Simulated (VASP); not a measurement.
# TaTl (Pm-3m) in VASP: further runs, part 2 of 2

VASP 6.6.1.

## (5) Band structure, PBE

INCAR

```
PREC = Accurate
ENCUT = 600
EDIFF = 1E-6
ISMEAR = -1
SIGMA = 0.05
LREAL = False
LASPH = True
NELM = 80
ALGO = Normal
ISIF = 2
LWAVE = False
LCHARG = False
LMAXMIX = 4
GGA = PE
```

KPOINTS

```
Automatic mesh
0
Gamma
  7 7 7
```

POSCAR

```
TaTl
1.0
    3.6221205400      0.0000000000      0.0000000000
    0.0000000000      3.6221205400      0.0000000000
    0.0000000000      0.0000000000      3.6221205400
Ta Tl
1 1
Direct
    0.0000000000      0.0000000000      0.0000000000
    0.5000000000      0.5000000000      0.5000000000
```

KPOINTS_OPT

```
path GXMGRX,MR
10
line-mode
reciprocal
 0.0000000000  0.0000000000  0.0000000000  G
 0.0000000000  0.5000000000  0.0000000000  X

 0.0000000000  0.5000000000  0.0000000000  X
 0.5000000000  0.5000000000  0.0000000000  M

 0.5000000000  0.5000000000  0.0000000000  M
 0.0000000000  0.0000000000  0.0000000000  G

 0.0000000000  0.0000000000  0.0000000000  G
 0.5000000000  0.5000000000  0.5000000000  R

 0.5000000000  0.5000000000  0.5000000000  R
 0.0000000000  0.5000000000  0.0000000000  X

 0.5000000000  0.5000000000  0.0000000000  M
 0.5000000000  0.5000000000  0.5000000000  R
```

Potentials or basis: VASP PAW PBE potentials, release 64 (Ta_sv_GW, Tl_d_GW).

The run is started by

```console
cat potpaw_PBE.64/Ta_sv_GW/POTCAR potpaw_PBE.64/Tl_d_GW/POTCAR > POTCAR
mpirun -np 1 vasp_std > vasp.out
```

OUTCAR:

```text
PREC = Accurate
   ENCUT = 600
   EDIFF = 1E-6
   ISMEAR = -1
   LREAL = False
   LASPH = True
   NELM = 80
   ISIF = 2
   GGA = PE

 ion  position               nearest neighbor table
   1  0.000  0.000  0.000-   2 3.14   2 3.14   2 3.14   2 3.14   2 3.14   2 3.14   2 3.14   2 3.14

   2  0.500  0.500  0.500-   1 3.14   1 3.14   1 3.14   1 3.14   1 3.14   1 3.14   1 3.14   1 3.14

  LATTYP: Found a simple cubic cell.
 ALAT       =     3.6221205400

  Lattice vectors:

 A1 = (   3.6221205400,   0.0000000000,   0.0000000000)
 A2 = (   0.0000000000,   3.6221205400,   0.0000000000)
 A3 = (   0.0000000000,   0.0000000000,   3.6221205400)

Analysis of symmetry for initial positions (statically):
=====================================================================
 Subroutine PRICEL returns:
 Original cell was already a primitive cell.

 Routine SETGRP: Setting up the symmetry group for a
 simple cubic supercell.

 Subroutine GETGRP returns: Found 48 space group operations
 (whereof 48 operations were pure point group operations)
 out of a pool of 48 trial point group operations.

The static configuration has the point symmetry O_h .

Analysis of symmetry for dynamics (positions and initial velocities):
=====================================================================
 Subroutine PRICEL returns:
 Original cell was already a primitive cell.

 Routine SETGRP: Setting up the symmetry group for a
 simple cubic supercell.

 Subroutine GETGRP returns: Found 48 space group operations
 (whereof 48 operations were pure point group operations)
 out of a pool of 48 trial point group operations.

The dynamic configuration has the point symmetry O_h .

 Subroutine INISYM returns: Found 48 space group operations
 (whereof 48 operations are pure point group operations),
 and found     1 'primitive' translations

----------------------------------------------------------------------------------------

                                     Primitive cell

  volume of cell :      47.5213

  direct lattice vectors                    reciprocal lattice vectors
     3.622120540  0.000000000  0.000000000     0.276081370  0.000000000  0.000000000
     0.000000000  3.622120540  0.000000000     0.000000000  0.276081370  0.000000000
     0.000000000  0.000000000  3.622120540     0.000000000  0.000000000  0.276081370

  length of vectors
     3.622120540  3.622120540  3.622120540     0.276081370  0.276081370  0.276081370

  position of ions in fractional coordinates (direct lattice)
     0.000000000  0.000000000  0.000000000
     0.500000000  0.500000000  0.500000000

  ion indices of the primitive-cell ions
   primitive index   ion index
                 1           1
                 2           2

----------------------------------------------------------------------------------------

 KPOINTS: Automatic mesh

Automatic generation of k-mesh.
 Grid dimensions read from file:
 generate k-points for:    7    7    7

 Generating k-lattice:

  Cartesian coordinates                     Fractional coordinates (reciprocal lattice)
     0.039440196  0.000000000  0.000000000     0.142857143  0.000000000  0.000000000
     0.000000000  0.039440196  0.000000000     0.000000000  0.142857143  0.000000000
     0.000000000  0.000000000  0.039440196     0.000000000  0.000000000  0.142857143

  Length of vectors
     0.039440196  0.039440196  0.039440196

  Shift w.r.t. Gamma in fractional coordinates (k-lattice)
     0.000000000  0.000000000  0.000000000

 Subroutine IBZKPT returns following result:
 ===========================================

 Found     20 irreducible k-points:

 Following reciprocal coordinates:
            Coordinates               Weight
  0.000000  0.000000  0.000000      1.000000
  0.142857  0.000000  0.000000      6.000000
  0.285714  0.000000  0.000000      6.000000
  0.428571  0.000000  0.000000      6.000000
  0.142857  0.142857  0.000000     12.000000
  0.285714  0.142857  0.000000     24.000000
[... 12 lines left out ...]
  0.428571  0.428571  0.285714     24.000000
  0.428571  0.428571  0.428571      8.000000
   k-points           NKPTS =     20   k-points in BZ     NKDIM =     20   number of bands    NBANDS=     18
   number of dos      NEDOS =    301   number of ions     NIONS =      2
   total plane-waves  NPLWV =  27000
   dimension x,y,z NGX =    30 NGY =   30 NGZ =   30
   dimension x,y,z NGXF=    60 NGYF=   60 NGZF=   60
   ions per type =               1   1
   NGX,Y,Z   is equivalent  to a cutoff of  13.77, 13.77, 13.77 a.u.
   NGXF,Y,Z  is equivalent  to a cutoff of  27.54, 27.54, 27.54 a.u.
 SYSTEM =  unknown system
   PREC   = accura    normal or accurate (medium, high low for compatibility)
   ISTART =      0    job   : 0-new  1-cont  2-samecut
   ICHARG =      2    charge: 1-file 2-atom 10-const
   ISPIN  =      1    spin polarized calculation?
   LNONCOLLINEAR =      F non collinear calculations
   LSORBIT =      F    spin-orbit coupling
   LASPH  =      T    aspherical Exc in radial PAW
   ENCUT  =  600.0 eV  44.10 Ry    6.64 a.u.   7.23  7.23  7.23*2*pi/ulx,y,z
   NELM   =     80;   NELMIN=  2; NELMDL= -5     # of ELM steps
   EDIFF  = 0.1E-05   stopping-criterion for ELM
   LREAL  =      F    real-space projection
   EDIFFG = 0.1E-04   stopping-criterion for IOM
   NSW    =      0    number of steps for IOM
   IBRION =     -1    ionic relax: 0-MD 1-quasi-New 2-CG
   NFREE  =      0    steps in history (QN), initial steepest desc. (CG)
   ISIF   =      2    stress and relaxation
   ISYM   =      2    0-nonsym 1-usesym 2-fastsym
   POTIM  = 0.5000    time-step for ionic-motion
   TEBEG  =    0.0;   TEEND  =   0.0 temperature during run
   PSTRESS=    0.0 pullay stress
   NELECT =      28.0000    total number of electrons
   NUPDOWN=      -1.0000    fix difference up-down
   EMIN   =  10.00;   EMAX   =-10.00  energy-range for DOS
   EFERMI =   0.00;   METHOD = LEGACY
   ISMEAR =    -1;   SIGMA  =   0.05  broadening in eV -4-tet -1-fermi 0-gaus
   EFERMI_NEDOS =   21; number of points for ismear=-14 and -15
   IALGO  =     38    algorithm
   IMIX   =      4    mixing-type and parameters
     AMIX     =   0.40;   BMIX     =  1.00
     AMIX_MAG =   1.60;   BMIX_MAG =  1.00
  volume/ion in A,a.u.               =      23.76       160.34
  Fermi-wavevector in a.u.,A,eV,Ry     =   1.372454  2.593563 25.628359  1.883631
  Thomas-Fermi vector in A             =   2.498060
   LORBIT       =      0    0 simple, 1 ext, 2 COOP (PROOUT), +10 PAW based schemes
   GGA     = PE    functional components
   LHFCALC =     F    Hartree Fock is set to
   AEXX    =    0.0000 exact exchange contribution
   IVDW    =     0    specifies the selected vdW correction
   LEPSILON=     F    determine dielectric tensor
   LRPA    =     F    only Hartree local field effects (RPA)
 non-spin polarized calculation
  energy-cutoff  :      600.00
  volume of cell :       47.52
 maximum number of plane-waves:      1596
 NGX is ok and might be reduce to    30
   NGX = 15   NGY = 15   NGZ = 15

 number of electron      27.9999997 magnetization

 Free energy of the ion-electron system (eV)
  ---------------------------------------------------
  ext. energy  EPLUGINS =         0.00000000
  ---------------------------------------------------
  free energy    TOTEN  =       -14.44380929 eV

  energy without entropy =      -14.42121963  energy(sigma->0) =      -14.43251446

 E-fermi :   6.1813     XC(G=0): -11.4783

 val. band max:        6.1574801877   @ k =   0.2857   0.1429   0.1429
 cond. band min:       6.1997489242   @ k =   0.4286   0.4286   0.2857
 fundamental gap:      0.0422687366
 Fermi energy:         6.1813383913

 k-point     1 :       0.0000    0.0000    0.0000
  band No.  band energies     occupation
      1    -120.5161      2.00000
      2     -62.5839      2.00000
      3     -28.9005      2.00000
      4     -28.9005      2.00000
      5     -28.9005      2.00000
      6      -5.3789      2.00000
[... 10 lines left out ...]
     17       9.5320      0.00000
     18       9.5320      0.00000
[... 379 lines left out ...]
 k-point    20 :       0.4286    0.4286    0.4286
  band No.  band energies     occupation
      1    -120.5161      2.00000
      2     -62.5792      2.00000
      3     -28.9540      2.00000
      4     -28.9540      2.00000
      5     -28.9540      2.00000
      6      -5.2952      2.00000
[... 10 lines left out ...]
     17       8.2497      0.00000
     18      10.5071      0.00000

------------------------ aborting loop because EDIFF is reached ----------------------------------------

  FORCE on cell =-STRESS in cart. coord.  units (eV):
  Direction    XX          YY          ZZ          XY          YZ          ZX
  --------------------------------------------------------------------------------------
  -------------------------------------------------------------------------------------
  Total       -4.0408323     -4.0408323     -4.0408323      0.0000000      0.0000000     -0.0000000
  in kB     -136.2362584   -136.2362584   -136.2362584      0.0000000      0.0000000     -0.0000000
  external PRESSURE =    -136.2362584 kB  Pullay stress =       0.0000000 kB

 VOLUME and BASIS-vectors are now :
 -----------------------------------------------------------------------------
  energy-cutoff  :      600.00
  volume of cell :       47.52
      direct lattice vectors                 reciprocal lattice vectors
     3.622120540  0.000000000  0.000000000     0.276081370  0.000000000  0.000000000
     0.000000000  3.622120540  0.000000000     0.000000000  0.276081370  0.000000000
     0.000000000  0.000000000  3.622120540     0.000000000  0.000000000  0.276081370

 POSITION                                       TOTAL-FORCE (eV/Angst)
 -----------------------------------------------------------------------------------
      0.00000      0.00000      0.00000         0.000000      0.000000      0.000000
      1.81106      1.81106      1.81106         0.000000      0.000000      0.000000
 -----------------------------------------------------------------------------------
    total drift:                                0.000000      0.000000      0.000000

  FREE ENERGIE OF THE ION-ELECTRON SYSTEM (eV)
  ---------------------------------------------------
  free  energy   TOTEN  =       -14.4438092874 eV

  energy  without entropy=      -14.4212196313  energy(sigma->0) =      -14.43251446
```

Run time: 58 s. Hardware: 1 thread of Intel Xeon Platinum 8375C at 2.90GHz (Ice Lake), shared host; peak memory 0.19 GiB.

What came out:

```
Free energy             : -14.4438 eV
Pressure                : -13.6 GPa
Band gap along the path : none (metal or under the smearing width)
```

Levels at the corners of the path, in eV from the Fermi level:
| point | band 12 | band 13 | band 14 | band 15 | band 16 | band 17 |
| --- | --- | --- | --- | --- | --- | --- |
| Γ | -1.10 | -1.10 | 1.78 | 1.78 | 1.78 | 3.35 |
| X | -5.27 | -1.11 | -0.34 | -0.34 | 1.63 | 2.58 |
| X | -5.27 | -1.11 | -0.34 | -0.34 | 1.63 | 2.58 |
| M | -1.80 | -1.80 | -1.36 | 0.98 | 0.98 | 2.67 |
| M | -1.80 | -1.80 | -1.36 | 0.98 | 0.98 | 2.68 |
| Γ | -1.10 | -1.10 | 1.78 | 1.78 | 1.78 | 3.35 |
| Γ | -1.10 | -1.10 | 1.78 | 1.78 | 1.78 | 3.35 |
| R | -2.95 | -2.95 | -2.95 | 2.76 | 2.76 | 3.76 |
| R | -2.95 | -2.95 | -2.95 | 2.76 | 2.76 | 3.76 |
| X | -5.27 | -1.11 | -0.34 | -0.34 | 1.63 | 2.58 |
| M | -1.80 | -1.80 | -1.36 | 0.98 | 0.98 | 2.80 |
| R | -2.95 | -2.95 | -2.95 | 2.76 | 2.76 | 3.76 |

Caveat: spin-orbit coupling is left out, which moves the levels of the heavy elements.

## (6) Overview

```csv
potentials or basis,pressure (GPa)
"VASP PAW PBE potentials, release 64 (Ta, Tl)",-13.3
"VASP PAW PBE potentials, release 64 (Ta_pv, Tl_d)",-13.5
"VASP PAW PBE potentials, release 64 (Ta_sv_GW, Tl_d_GW)",-13.6
```

Alike in all rows: task band structure; level PBE; no spin polarisation; cell as given; k mesh 7 × 7 × 7; cutoff (eV) 600; smearing fermi-dirac 0.05 eV.

Caveats: spin-orbit coupling is left out, which moves the levels of the heavy elements.

Absolute energies hang on the potentials; compare differences alone.
